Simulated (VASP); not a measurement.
As, 1 atom in the cell. The typed cell holds 1 atom: a = 2.710 Å, b = 2.730 Å, c = 2.672 Å, α = 88.59°, β = 90.51°, γ = 90.74°. This isn't the form of As at room conditions, which is rhombohedral. The cell isn't the ideal one: cell strained at random at fixed volume.

| Item | Value |
| --- | --- |
| Program | VASP 6.6.1 |
| Task | single point |
| Functional | PBEsol |
| Potentials or basis | VASP PAW PBE potentials, release 64 (As) |
| Cutoff | 520 eV |
| k mesh | 10 × 10 × 10 |
| Occupations | fermi-dirac, width 0.05 eV |
| Spin | no spin polarisation |
| Ladder | free |
| Further INCAR settings | ALGO = Normal; EDIFF = 1e-07; NBANDS = 8 |

Potentials or basis: VASP PAW PBE potentials, release 64 (As).

Command:

```console
$ cat potpaw_PBE.64/As/POTCAR > POTCAR
$ mpirun -np 1 vasp_std > vasp.out
```

Hardware: 1 thread of Intel(R) Xeon(R) Platinum 8259CL CPU @ 2.50GHz (Skylake/Cascade Lake), on a shared host.

How long does it take, and how much memory?

Run time: 35 s on 1 thread of Intel(R) Xeon(R) Platinum 8259CL CPU @ 2.50GHz (Skylake/Cascade Lake), on a shared host, peak memory 0.18 GiB. Counts: scf iterations 10, k points 504.
